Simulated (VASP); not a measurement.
These are LDA (Ceperley-Alder, Perdew-Zunger), VASP's LDA PAW potentials (set 64) (plane waves; VASP) values and carry that method's errors.

The input files of a VASP run:

**KPOINTS**
```
Automatic mesh
0
Gamma
15 15 15
0 0 0
```

### POSCAR
```
Ir
1
    0.0000000000     1.9200000000     1.9200000000
    1.9200000000     0.0000000000     1.9200000000
    1.9200000000     1.9200000000     0.0000000000
Ir
1
Direct
  0.0000000000   0.0000000000   0.0000000000
```

**INCAR**
```
NSW  =  60   ! most ionic steps
SIGMA  =  0.1
PREC  =  Accurate
LCHARG  =  F
ALGO  =  Normal
EDIFF  =  1E-6   ! SCF stop (eV)
LASPH  =  T   ! aspherical one-centre terms
LMAXMIX  =  6
ENCUT  =  400
NELM  =  100   ! most electronic steps
LREAL  =  F
ISMEAR  =  1   ! Methfessel-Paxton
LWAVE  =  F
SYSTEM  =  Ir
EDIFFG  =  -0.01   ! ionic stop
ISIF  =  3   ! ions, shape and volume
IBRION  =  2
```

POTCAR, in this order: Ir (LDA.64 set). Program: vasp_std.

Output of the run:

**OUTCAR**
```
 ion  position               nearest neighbor table
   1  0.000  0.000  0.000-
  LATTYP: Found a face centered cubic cell.
 ALAT       =     3.8400000000
 Subroutine PRICEL returns:
 Original cell was already a primitive cell.
 Subroutine GETGRP returns: Found 48 space group operations
The static configuration has the point symmetry O_h .
The dynamic configuration has the point symmetry O_h .
 Subroutine INISYM returns: Found 48 space group operations
 Subroutine IBZKPT returns following result:
 Found    120 irreducible k-points:

 Following reciprocal coordinates:
            Coordinates               Weight
  0.000000  0.000000  0.000000      1.000000
  0.066667  0.000000  0.000000      8.000000
  0.133333  0.000000  0.000000      8.000000
  0.200000  0.000000  0.000000      8.000000
  0.266667  0.000000  0.000000      8.000000
  0.333333  0.000000  0.000000      8.000000
  0.400000  0.000000  0.000000      8.000000
  0.466667  0.000000  0.000000      8.000000
  0.066667  0.066667  0.000000      6.000000
  0.133333  0.066667  0.000000     24.000000
  0.200000  0.066667  0.000000     24.000000
  0.266667  0.066667  0.000000     24.000000
  0.333333  0.066667  0.000000     24.000000
  0.400000  0.066667  0.000000     24.000000
  0.466667  0.066667  0.000000     24.000000
 -0.466667  0.066667  0.000000     24.000000
 -0.400000  0.066667  0.000000     24.000000
 -0.333333  0.066667  0.000000     24.000000
 -0.266667  0.066667  0.000000     24.000000
 -0.200000  0.066667  0.000000     24.000000
 -0.133333  0.066667  0.000000     24.000000
 -0.066667  0.066667  0.000000     12.000000
  0.133333  0.133333  0.000000      6.000000
  0.200000  0.133333  0.000000     24.000000
  0.266667  0.133333  0.000000     24.000000
...
```

### OSZICAR
```
       N       E                     dE             d eps       ncg     rms          rms(c)
DAV:   1     0.304961497102E+02    0.30496E+02   -0.37977E+03  2072   0.817E+02
DAV:   2    -0.104128105358E+02   -0.40909E+02   -0.38598E+02  1928   0.181E+02
DAV:   3    -0.109444330098E+02   -0.53162E+00   -0.53106E+00  2744   0.275E+01
DAV:   4    -0.109481467087E+02   -0.37137E-02   -0.37135E-02  2584   0.169E+00
DAV:   5    -0.109481584551E+02   -0.11746E-04   -0.11746E-04  2784   0.612E-02    0.156E+01
DAV:   6    -0.104259647962E+02    0.52219E+00   -0.11296E+00  2232   0.147E+01    0.616E+00
DAV:   7    -0.103334635424E+02    0.92501E-01   -0.31071E-01  2560   0.708E+00    0.153E+00
DAV:   8    -0.103277523646E+02    0.57112E-02   -0.16521E-03  2104   0.632E-01    0.718E-01
DAV:   9    -0.103258492640E+02    0.19031E-02   -0.12222E-03  2464   0.611E-01    0.321E-02
DAV:  10    -0.103258449584E+02    0.43056E-05   -0.67535E-06  2696   0.329E-02    0.706E-03
DAV:  11    -0.103258450757E+02   -0.11730E-06   -0.38385E-07  1712   0.520E-03
   1 F= -.10325845E+02 E0= -.10325746E+02  d E =-.103258E+02
       N       E                     dE             d eps       ncg     rms          rms(c)
DAV:   1    -0.105746886008E+02   -0.24884E+00   -0.13483E+01  2088   0.625E+01    0.799E+00
DAV:   2    -0.102851643314E+02    0.28952E+00   -0.65767E-01  2136   0.119E+01    0.187E+00
DAV:   3    -0.102462256746E+02    0.38939E-01   -0.15449E-01  2368   0.534E+00    0.481E-01
DAV:   4    -0.102460904908E+02    0.13518E-03   -0.14679E-03  2584   0.324E-01    0.228E-01
DAV:   5    -0.102462574263E+02   -0.16694E-03   -0.76223E-04  2584   0.202E-01    0.121E-02
DAV:   6    -0.102462750490E+02   -0.17623E-04   -0.12754E-05  2608   0.284E-02    0.329E-03
DAV:   7    -0.102462755422E+02   -0.49316E-06   -0.33630E-07  1552   0.408E-03
   2 F= -.10246276E+02 E0= -.10246162E+02  d E =0.795695E-01
       N       E                     dE             d eps       ncg     rms          rms(c)
DAV:   1    -0.105459562313E+02   -0.29968E+00   -0.86760E+00  2080   0.502E+01    0.439E+00
DAV:   2    -0.103518031983E+02    0.19415E+00   -0.51365E-01  2144   0.100E+01    0.210E+00
DAV:   3    -0.103306918644E+02    0.21111E-01   -0.92450E-02  2416   0.392E+00    0.688E-01
DAV:   4    -0.103305182495E+02    0.17361E-03   -0.12832E-03  2544   0.344E-01    0.198E-01
DAV:   5    -0.103305832010E+02   -0.64951E-04   -0.15415E-04  2712   0.105E-01    0.273E-02
DAV:   6    -0.103305952353E+02   -0.12034E-04   -0.52261E-06  2544   0.149E-02    0.235E-03
DAV:   7    -0.103305952697E+02   -0.34432E-07   -0.70698E-08  1104   0.272E-03
   3 F= -.10330595E+02 E0= -.10330494E+02  d E =-.475019E-02
       N       E                     dE             d eps       ncg     rms          rms(c)
DAV:   1    -0.103306092768E+02   -0.14042E-04   -0.38923E-04  2056   0.334E-01    0.322E-02
DAV:   2    -0.103306005369E+02    0.87399E-05   -0.22601E-05  2136   0.670E-02    0.109E-02
DAV:   3    -0.103305995354E+02    0.10015E-05   -0.43400E-06  1456   0.276E-02    0.317E-03
DAV:   4    -0.103305995461E+02   -0.10747E-07   -0.23889E-07   960   0.561E-03
   4 F= -.10330600E+02 E0= -.10330498E+02  d E =-.475447E-02
```

### OUTCAR
```
------------------------ aborting loop because EDIFF is reached ----------------------------------------
  FORCE on cell =-STRESS in cart. coord.  units (eV):
  Direction    XX          YY          ZZ          XY          YZ          ZX
  --------------------------------------------------------------------------------------
  Total       -0.0025573     -0.0025573     -0.0025573      0.0000000     -0.0000000      0.0000000
  in kB       -0.2942606     -0.2942606     -0.2942606      0.0000000     -0.0000000      0.0000000
  external PRESSURE =      -0.2942606 kB  Pullay stress =       0.0000000 kB
  volume of cell :       13.92
      direct lattice vectors                 reciprocal lattice vectors
     0.000000000  1.909445420  1.909445420    -0.261856136  0.261856136  0.261856136
     1.909445420 -0.000000000  1.909445420     0.261856136 -0.261856136  0.261856136
     1.909445420  1.909445420  0.000000000     0.261856136  0.261856136 -0.261856136
 POSITION                                       TOTAL-FORCE (eV/Angst)
 -----------------------------------------------------------------------------------
      1.90945     -0.00000      1.90945         0.000000     -0.000000      0.000000
 -----------------------------------------------------------------------------------
    total drift:                                0.000000     -0.000000      0.000000
  FREE ENERGIE OF THE ION-ELECTRON SYSTEM (eV)
  ---------------------------------------------------
  free  energy   TOTEN  =       -10.3305995461 eV

  energy  without entropy=      -10.3302950044  energy(sigma->0) =      -10.33049803

 reached required accuracy - stopping structural energy minimisation
```
(Selected blocks of OUTCAR.)

**CONTCAR**
```
Ir
   1.00000000000000
     0.0000000000000000    1.9094454202130597    1.9094454202130597
     1.9094454202130597   -0.0000000000000000    1.9094454202130597
     1.9094454202130597    1.9094454202130597    0.0000000000000000
  Ir
     1
Direct
     0.0000000000000000    1.0000000000000000    0.0000000000000000
```

The compound is Ir in the fcc structure. This run relaxes it. Symmetry was kept, so distortions that lower it aren't found.
